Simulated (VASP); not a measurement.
Write the native input for VASP 6.6.1 that does the following.

* Task: band structure
* Functional: PBEsol
* Potentials or basis: VASP PAW PBE potentials, release 64 (Ta_pv, Ni, O)
* Cutoff: 520 eV
* k mesh: 5 × 5 × 5
* Occupations: fermi-dirac, width 0.05 eV
* Spin: collinear spin, ferromagnetic start
* Starting moments: [0.0, 0.0, 0.0, 0.0, 1.0, 0.0, 0.0, 0.0, 0.0, 0.0, 0.0, 0.0, 0.0, 0.0, 0.0, 0.0] μB
* Further INCAR settings: ALGO = Normal; EDIFF = 1e-07; NBANDS = 78

The system is Ta4NiO11.

```
Ta Ni O
1.0
     0.00002    4.82012    4.82012
     4.82012    0.00002    4.82012
     4.82012    4.82012    0.00002
Ta Ni O
4 1 11
Direct
  0.63032 0.10906 0.63032
  0.63031 0.63031 0.63031
  0.10906 0.63032 0.63032
  0.63032 0.63032 0.10906
  0.00000 0.00000 0.00000
  0.25000 0.25000 0.25000
  0.84394 0.46818 0.84394
  0.84394 0.84394 0.84394
  0.46818 0.84394 0.84394
  0.84394 0.84394 0.46818
  0.29891 0.70110 0.70110
  0.70110 0.29891 0.29891
  0.70110 0.70110 0.29891
  0.29891 0.29891 0.70110
  0.29891 0.70110 0.29891
  0.70110 0.29891 0.70110
```

The cell was built by a generator and needn't be a form met in nature.

These files were run (other wordings do the same):

POSCAR

```
Ta4NiO11                                
1.0
    0.0000170717      4.8201212510      4.8201212510
    4.8201212510      0.0000170717      4.8201212510
    4.8201212510      4.8201212510      0.0000170717
  Ta              Ni              O             
     4     1    11
Direct
     0.6303152331040470    0.1090580946637877    0.6303152331040470
     0.6303148954633169    0.6303148954633169    0.6303148954633169
     0.1090580946637877    0.6303152331040470    0.6303152331040470
     0.6303152331040470    0.6303152331040470    0.1090580946637877
     0.9999998655724165    0.9999998655724165    0.9999998655724165
     0.2499994550104430    0.2499994550104430    0.2499994550104430
     0.8439415663733572    0.4681781019137009    0.8439415663733572
     0.8439425715535183    0.8439425715535183    0.8439425715535183
     0.4681781019137009    0.8439415663733572    0.8439415663733572
     0.8439415663733572    0.8439415663733572    0.4681781019137009
     0.2989056311999815    0.7010956566643817    0.7010956566643817
     0.7010950631790553    0.2989057045801093    0.2989057045801093
     0.7010956566643817    0.7010956566643817    0.2989056311999815
     0.2989057045801093    0.2989057045801093    0.7010950631790553
     0.2989057045801093    0.7010950631790553    0.2989057045801093
     0.7010956566643817    0.2989056311999815    0.7010956566643817
```

INCAR.step1

```
PREC     = Accurate       # precision mode
ENCUT    = 520            # plane-wave cutoff, eV
EDIFF    = 1E-7           # SCF threshold, eV
ISMEAR   = -1             # smearing method
SIGMA    = 0.05           # smearing width, eV
LREAL    = False          # projectors in reciprocal space
LASPH    = True           # aspherical terms in the spheres
NELM     = 150            # most SCF steps
ALGO     = Normal         # electronic algorithm
ISIF     = 2              # what is computed and relaxed
LWAVE    = False          # write WAVECAR
LCHARG   = True           # write CHGCAR
ISPIN    = 2              # spin polarisation
MAGMOM   = 0 0 0 0 1 0 0 0 0 0 0 0 0 0 0 0 # initial moments
LORBIT   = 11             # projections on sites
LMAXMIX  = 4              # l up to which the mixer works
GGA      = PS             # functional
NBANDS   = 78             # bands
KPAR     = 4
```

KPOINTS.step1

```
regular mesh
0
Gamma
  5 5 5
```

INCAR.step2

```
PREC     = Accurate       # precision mode
ENCUT    = 520            # plane-wave cutoff, eV
EDIFF    = 1E-7           # SCF threshold, eV
ISMEAR   = 0              # smearing method
SIGMA    = 0.05           # smearing width, eV
LREAL    = False          # projectors in reciprocal space
LASPH    = True           # aspherical terms in the spheres
NELM     = 150            # most SCF steps
ALGO     = Normal         # electronic algorithm
ISIF     = 2              # what is computed and relaxed
LWAVE    = False          # write WAVECAR
LCHARG   = False          # write CHGCAR
ISPIN    = 2              # spin polarisation
MAGMOM   = 0 0 0 0 1 0 0 0 0 0 0 0 0 0 0 0 # initial moments
LORBIT   = 11             # projections on sites
LMAXMIX  = 4              # l up to which the mixer works
GGA      = PS             # functional
NBANDS   = 78             # bands
KPAR     = 4            
ICHARG   = 11             # starting density
```

KPOINTS.step2

```
path GXWKGLUWLK,UX
10
line-mode
reciprocal
 0.0000000000  0.0000000000  0.0000000000  G
 0.5000000000  0.0000000000  0.5000000000  X

 0.5000000000  0.0000000000  0.5000000000  X
 0.5000000000  0.2500000000  0.7500000000  W

 0.5000000000  0.2500000000  0.7500000000  W
 0.3750000000  0.3750000000  0.7500000000  K

 0.3750000000  0.3750000000  0.7500000000  K
 0.0000000000  0.0000000000  0.0000000000  G

 0.0000000000  0.0000000000  0.0000000000  G
 0.5000000000  0.5000000000  0.5000000000  L

 0.5000000000  0.5000000000  0.5000000000  L
 0.6250000000  0.2500000000  0.6250000000  U

 0.6250000000  0.2500000000  0.6250000000  U
 0.5000000000  0.2500000000  0.7500000000  W

 0.5000000000  0.2500000000  0.7500000000  W
 0.5000000000  0.5000000000  0.5000000000  L

 0.5000000000  0.5000000000  0.5000000000  L
 0.3750000000  0.3750000000  0.7500000000  K

 0.6250000000  0.2500000000  0.6250000000  U
 0.5000000000  0.0000000000  0.5000000000  X
```

Potentials or basis: VASP PAW PBE potentials, release 64 (Ta_pv, Ni, O).

Run with:

```console
$ cat potpaw_PBE.64/Ta_pv/POTCAR potpaw_PBE.64/Ni/POTCAR potpaw_PBE.64/O/POTCAR > POTCAR
$ cp INCAR.step1 INCAR
$ cp KPOINTS.step1 KPOINTS
$ mpirun -np 4 vasp_std > vasp.out
$ cp INCAR.step2 INCAR
$ cp KPOINTS.step2 KPOINTS
$ mpirun -np 4 vasp_std > vasp.out
```

It gave:

| Item | Value |
| --- | --- |
| Band gap along the path | none (metal or under the smearing width) |
| Net moment | 1.04 μB per cell |

Caveat: the log is that of the step along the path at fixed density, whose energy, stress, charges and moments have no meaning; spin-orbit coupling is left out, which moves the levels of the heavy elements; a cell with one magnetic atom can't hold antiferromagnetic order, which such compounds often take; semilocal functionals often make such compounds metallic where correlation or magnetic order opens a gap, which also shifts bond lengths.

Run time: 31 min on 4 MPI ranks on AMD EPYC 7R13 Processor (Zen 3), on a shared host, peak memory 2.1 GiB a rank.
